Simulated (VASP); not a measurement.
Runs of VASP 6.6.1 on Ru. It takes space group P6_3/mmc (No. 194, hexagonal). The conventional cell has a = 2.689 Å, b = 2.689 Å, c = 4.252 Å, α = 90.00°, β = 90.00°, γ = 120.00°. Ru (site symmetry -6m2) is surrounded by 12 Ru at 2.63 to 2.69 Å. 

```csv
level,k mesh,cutoff (eV),smearing,gap on the mesh (eV),pressure (GPa)
PBEsol,18 × 18 × 10,900,gaussian 0.1 eV,none,(b)
PBEsol,27 × 27 × 16,520,gaussian 0.1 eV,none,(a)
r2SCAN,18 × 18 × 10,520,gaussian 0.1 eV,none,6.1
PBEsol,18 × 18 × 10,520,gaussian 0.5 eV,none,0.9
PBEsol,18 × 18 × 10,700,gaussian 0.1 eV,none,0.1
```

Alike in all rows: task single point; potentials or basis VASP PAW PBE potentials, release 64 (Ru_pv); no spin polarisation; cell as given.

**Question.** Fill in the values left out.

**Answer.** (a) 0.0; (b) 0.2.

Caveats: the PAW data sets were made with another functional, which shifts forces and pressure a little.

A k mesh can miss the band edges, and the runs leave out spin-orbit coupling on Ru.

A gap of «none» marks a metal or a gap under the smearing width.

Not every run made on this cell is shown here.
